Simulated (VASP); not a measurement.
VASP input:

### INCAR
```
SYSTEM  =  BaTiO3
PREC  =  Accurate; ENCUT  =  400; LREAL  =  .FALSE.
LASPH  =  .TRUE.
EDIFF  =  1E-6; NELM  =  100; ALGO  =  Normal
LMAXMIX  =  4
ISMEAR  =  0; SIGMA  =  0.01
LDAUL  =  -1 2 -1
LDAUU  =  0 8.0 0
LDAUJ  =  0 0 0
LDAU  =  .TRUE.; LDAUTYPE  =  2
ISIF  =  2
LWAVE  =  .FALSE.; LCHARG  =  .FALSE.
```

### POSCAR
```
BaTiO3
1
    3.9673970000     0.0000000000     0.0000000000
    0.0000000000     2.8511450000     2.8638390000
    0.0000000000    -2.8511450000     2.8638390000
Ba Ti O
1 1 3
Direct
  0.0000000000   0.0034100000   0.0034100000
  0.5000000000   0.5185000000   0.5185000000
  0.5000000000   0.9784300000   0.4913500000
  0.5000000000   0.4913500000   0.9784300000
  0.0000000000   0.4882000000   0.4882000000
```

### KPOINTS
```
Automatic mesh
0
Gamma
7 7 7
0 0 0
```

POTCAR, in this order: Ba_sv Ti_sv O (LDA.64 set). Program: vasp_std.

Q: Write an equivalent input for Quantum ESPRESSO's pw.x.

A: One equivalent input (not run):
```
&CONTROL
  calculation = 'scf'
  pseudo_dir = './pseudo'
  outdir = './out'
  tprnfor = .true.
  tstress = .true.
/
&SYSTEM
  ibrav = 0
  nat = 5
  ntyp = 3
  ecutwfc = 84
  occupations = 'smearing'
  smearing = 'gaussian'
  degauss = 0.000735
  input_dft = 'pz'
/
&ELECTRONS
  conv_thr = 7.3e-08
  electron_maxstep = 100
/
ATOMIC_SPECIES
  Ba 137.327 Ba.upf
  Ti 47.867 Ti.upf
  O 15.999 O.upf
CELL_PARAMETERS angstrom
     3.9673970    0.0000000    0.0000000
     0.0000000    2.8511450    2.8638390
     0.0000000   -2.8511450    2.8638390
ATOMIC_POSITIONS crystal
  Ba   0.0000000  0.0034100  0.0034100
  Ti   0.5000000  0.5185000  0.5185000
  O    0.5000000  0.9784300  0.4913500
  O    0.5000000  0.4913500  0.9784300
  O    0.0000000  0.4882000  0.4882000
K_POINTS automatic
  7 7 7 0 0 0
HUBBARD {ortho-atomic}
U Ti-3d 8
```
What does not carry over: the potentials are each code's own (VASP's PAW set, PseudoDojo norm-conserving files in pw.x), so ENCUT and ecutwfc are chosen apart and not converted; conv_thr bounds pw.x's estimated SCF error, while EDIFF bounds the energy change between steps; the +U projectors differ (PAW spheres against orthogonalised atomic orbitals), so the same U acts differently.

The structure comes from a computed database's BaTiO3 entry (Amm2); how it stands against other phases isn't given here. The cell was not relaxed at this level. The run is one of a series of settings (LDAU = .TRUE., LDAUJ = 0 0 0, LDAUL = -1 2 -1, LDAUTYPE = 2, LDAUU = 0 8.0 0 against the base run), some of them coarse on purpose.
